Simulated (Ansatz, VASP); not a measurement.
# HfB2: VASP beside Ansatz

Aim: how closely do two programs agree when they are given the same cell, functional and k mesh? The cell is taken from a series of runs on this material, whose earlier steps may have relaxed, scaled, displaced or heated it; both programs get it as it stands.

Calculated with Ansatz 0.2.0; plane waves, with VASP 6.6.1 beside it; zone-centre phonons at PBEsol.

**1. The structure**

It takes space group P6/mmm (No. 191, hexagonal). Conventional cell: a = 3.111 Å, b = 3.111 Å, c = 3.551 Å, α = 90.00°, β = 90.00°, γ = 120.00°. Nearest to B lie 3 B at 1.80 Å and 6 Hf at 2.53 Å. Nearest to Hf lie 12 B at 2.53 Å. Farther neighbours are not listed.

**2. Ansatz: zone-centre phonons, PBEsol**

Ansatz runs on its PAW soft_1 files.

Second derivatives magnify differences that forces hide, and they need a tight electronic threshold.

File input.yaml:

```yaml
crystal:
  lattice:
    - [3.1109132148, 0.0, 0.0]
    - [-1.5554566074, 2.6941298729, 0.0]
    - [0.0, 0.0, 3.550614992]
  atoms:
    - { symbol: B, position: [0.3333333333, 0.6666666667, 0.5] }
    - { symbol: B, position: [0.6666666667, 0.3333333333, 0.5] }
    - { symbol: Hf, position: [0.0, 0.0, 0.0] }
kpoints:
  mp_grid: { grid: [15, 15, 12] }
hamiltonian:
  xc: pbesol
  pseudopotentials: { kind: paw, azcp: { folder: soft_1 }, xc_functional: pbe }
scf:
  occupations: { method: methfessel_paxton, width: 0.2 }
output:
  eigenvalues: true
phonons:
  method: dfpt
```

The run is started by

```bash
ansatz run input.yaml --threads 4 --pin off --max-ram 10240MiB --backend cpu --events-out ev --progress --plain --runs-dir out
```

Numbers of over 12 decimals in the logs are rounded to 6 here.

The program printed:

```text
zone centre: on kpoints.mp_grid the ground state, and the responses unless they are solved on pairs of k-points, stand on 448 of the mesh's 2700 k-points, reduced under 4 symmetry operations, with k and −k counted as one. Each operation leaves every solved displacement unchanged or reverses it
Engine: ansatz 0.2.0, aarch64-unknown-linux-gnu
Pseudopotentials: kind: paw
Pseudopotential: B, paw, valence charge 3, recommended cutoff 420 eV (normal), soft_1/B.paw.azcp
Pseudopotential: Hf, paw, valence charge 26, recommended cutoff 420 eV (normal), soft_1/Hf.paw.azcp
Functional definition: PBEsol
  exchange = pbesol_x
  correlation = pbesol_c
Crystal: 3 atoms, lattice volume = 29.758 Å³
Basis set: ecut = 420 eV, 563 PW (Γ), exchange–correlation on 48×48×48 points (8 copies of the dense FFT grid, shifted against one another)
Bands: 20, of which v1, the nominal top of the filled ones, is band 16 counted from 1 (15 counted from 0)
Symmetry: 24 space group operations
k-points: 448 of 2700 (irreducible under 4 space group operations, time reversal used)
Non-local potential: B, projectors of the file, l = 0: 2, l = 1: 2, l = 2: 1
Non-local potential: Hf, projectors of the file, l = 0: 3, l = 1: 2, l = 2: 2, l = 3: 3
PAW form: soft (Blöchl's): semilocal exchange-correlation on the pseudo side does not see the compensation charge
PAW frozen core: B, regenerated for the run's functional, and the local potential with it (the file was generated under x = pbe(κ = 0.804, μ = 0.219515), c = pbe(β = 0.066725))
PAW frozen core: Hf, regenerated for the run's functional, and the local potential with it (the file was generated under x = pbe(κ = 0.804, μ = 0.219515), c = pbe(β = 0.066725))
PAW one-centre angular grid: B, 110 points (default); XC on 64 Gauss nodes
PAW one-centre angular grid: Hf, 590 points (default); XC on 64 Gauss nodes
Initial density: superposition of atomic densities (chi_scale 0.1, normalization cell, long waves kept (reshape's long-wave potential 0.00 eV rms))
Initial wavefunctions: pseudopotential atomic-orbital guess
Functional: x = pbesol(κ = 0.804, μ = 0.123457), c = pbesol(β = 0.046)
SCF iter   1: F=—  HF=-15907.970210 eV  |F-HF|=—  |Δ(HF+E_count)|=         —  Δρ=6.54e-2  dr2=2.02e0  ethr=3.10e-3  ⟨swp⟩=4.4  Hψ=35512  notcnv=0
preconditioner: auto → none  [metal: Δε(μ)=0.083 eV  Ē_g=16.624 eV  σ=0.200 eV  W_gap=0.34  n_scr=8 (ndim 8)  ℏωp=37.3 eV  f_vac=0.000  D(μ)=0.22/eV (n_scr^D=0)  sad-step TF]
SCF iter   2: F=—  HF=-15907.546266 eV  |F-HF|=—  |Δ(HF+E_count)|=   4.24e-1  S|Δr|=    0.00e0  Δρ=3.50e-2  dr2=5.89e-1  ethr=3.10e-3  ⟨swp⟩=3.0  Hψ=19039  notcnv=0
SCF iter   3: F=—  HF=-15907.411105 eV  |F-HF|=—  |Δ(HF+E_count)|=   1.35e-1  S|Δr|=    0.00e0  Δρ=1.13e-2  dr2=2.67e-2  ethr=1.84e-3  ⟨swp⟩=2.1  Hψ=18564  notcnv=0
SCF iter   4: F=—  HF=-15907.347240 eV  |F-HF|=—  |Δ(HF+E_count)|=   6.39e-2  S|Δr|=    0.00e0  Δρ=2.99e-3  dr2=1.27e-3  ethr=8.33e-5  ⟨swp⟩=2.4  Hψ=18316  notcnv=0
SCF iter   5: F=—  HF=-15907.350448 eV  |F-HF|=—  |Δ(HF+E_count)|=   3.21e-3  S|Δr|=    0.00e0  Δρ=8.70e-4  dr2=3.23e-4  ethr=3.98e-6  ⟨swp⟩=2.0  Hψ=16311  notcnv=0
SCF iter   6: F=—  HF=-15907.350225 eV  |F-HF|=—  |Δ(HF+E_count)|=   2.22e-4  S|Δr|=    0.00e0  Δρ=1.65e-4  dr2=1.63e-5  ethr=1.01e-6  ⟨swp⟩=2.0  Hψ=16133  notcnv=0
SCF iter   7: F=—  HF=-15907.350221 eV  |F-HF|=—  |Δ(HF+E_count)|=   4.10e-6  S|Δr|=    0.00e0  Δρ=2.98e-5  dr2=2.46e-7  ethr=5.08e-8  ⟨swp⟩=2.1  Hψ=12815  notcnv=0
SCF iter   8: F=—  HF=-15907.350224 eV  |F-HF|=—  |Δ(HF+E_count)|=   3.12e-6  S|Δr|=    0.00e0  Δρ=3.39e-6  dr2=1.15e-9  ethr=7.68e-10  ⟨swp⟩=2.1  Hψ=14843  notcnv=0
SCF iter   9: F=—  HF=-15907.350224 eV  |F-HF|=—  |Δ(HF+E_count)|=  2.73e-11  S|Δr|=    0.00e0  Δρ=3.28e-7  dr2=3.59e-11  ethr=3.61e-12  ⟨swp⟩=2.4  Hψ=16047  notcnv=0
SCF iter  10: F=-15907.350224 eV  HF=-15907.350224 eV  |F-HF|=7.28e-12  |Δ(HF+E_count)|=  1.27e-11  S|Δr|=    0.00e0  Δρ=6.57e-8  dr2=6.77e-13  ethr=1.00e-12  ⟨swp⟩=6.1  Hψ=44527  notcnv=0
SCF 1 converged in 10 iterations: F = -15907.350224 eV  dr2 = 6.77e-13
  greatest PAW one-centre occupation: 0.998 electrons in one spin orbital (limit 2), on the Hf atom at site 2 (counted from 0), in its partial waves of l = 0
DFPT response loops at Γ: preconditioner auto → Kerker (q_TF=auto, 2.762 Å⁻¹) (partly filled bands, converged f_vac=0.000); β = 1.00, the filter's whole step (`scf.mixing.beta` (0.50) is not read by the response loops under this deck's `scf.mixing.preconditioner`; to damp them name `kerker` or `kerker_dos`, under which they read `scf.mixing.beta`, and type it under 1.00, their step now; both keys bind the ground state too); Broyden in place of MSR1
SCF converged after 10 iterations
Stability not checked: this state was not tested for a lower state beside it, because cold or Methfessel-Paxton smearing, or corrected tetrahedra, fill the levels in a way that the test cannot read (fill_not_monotonic; see scf.lower_state_search)
Free energy (F): -15907.350224 eV
Harris-Foulkes:  -15907.350224 eV  (|F-HF|=7.28e-12)
Internal energy: -15907.350898 eV  (E = F + TS)
E sigma→0 (E₀):  -15907.350393 eV
Entropy (-TS):   0.000674 eV (0.225 meV/atom)
Fermi energy:    19.007448 eV
--- Per-component energies (eV) ---
  E_band       = 81.286153
  E_kinetic    = 511.145246
  E_local      = -6542.970137  (includes V_loc(G=0)·N_el)
  E_nonlocal   = 81.869368
  E_hartree    = 3217.447759
  E_xc         = -332.267440
  E_vxc        = -335.007374  (∫ρ·V_xc dr)
  E_paw        = -7727.121069  (= ΣΔE_a)
  E_vpaw       = -68.646669  (= ΣTr[D̂ρ^β])
  E_aug_tail   = 0.000148  (compensation charges beyond the density's cutoff)
  E_ewald      = -5116.735251
  E_core_change = 1.280478  (= ΣΔE_core)
  E_smearing   = 0.000674  (= −TS)
  E_closure    = -0.000000  (closes the sum)
  Σ components = -15907.350224   (vs F -15907.350224, Δ=0.00e0)
--- Band table (eV; the first three rows and the last of 448) ---
  k-point 0: bands = [... 12 lower, 15.8272, 16.0647, 16.3420, 16.3420, 23.0110, 23.0110, 23.3981, 23.3981]
  k-point 1: bands = [... 12 lower, 14.8973, 16.4102, 16.4102, 16.9529, 22.3089, 22.3089, 23.1820, 23.1820]
  k-point 2: bands = [... 12 lower, 13.8303, 16.6119, 16.6119, 17.9143, 21.3848, 21.3848, 22.6090, 22.6090]
  k-point 447: bands = [... 12 lower, 11.8826, 13.9064, 14.5578, 16.1693, 22.6447, 24.3302, 24.3655, 25.3668]
--- Phonons (Γ-DFPT): 4 representative perturbations + reference, on 448 of 2700 k-points (Σ response iterations 12) ---
  k mesh reduced under 4 symmetry operations, with k and −k counted as one. Each operation leaves every solved displacement unchanged or reverses it
  ASR residual: 1.197e-5 → 0.000e0 eV/Å²; symmetrization residual: 8.812e-7 eV/Å²
  ASR residual per site (eV/Å²): 8.50e-6 8.50e-6 1.20e-5
  Γ frequencies (cm⁻¹): 0.00 0.00 0.00 429.49 429.49 443.23 543.37 841.11 841.11
  non-analytic LO–TO correction: not included (Born effective charges unavailable; polar crystals: no LO–TO splitting at Γ)
```

The column dr2 measures how far the density is from self-consistency, as an energy; F and HF (Harris–Foulkes) agree once it is small.

[end of part 1 of 2]

[Lines on the potential files, build, host, timing and source positions are cut from VASP's logs without a mark.]

[Logs are printed without paths, hosts, clocks, repeated set-up lines and the standing remarks that a program may print on its own settings, such as how far it seeks lower states.]

[Hosts, paths, dates, database ids (printed as entryN), source tags and the programs' standing remarks are cut or masked in the printed files.]
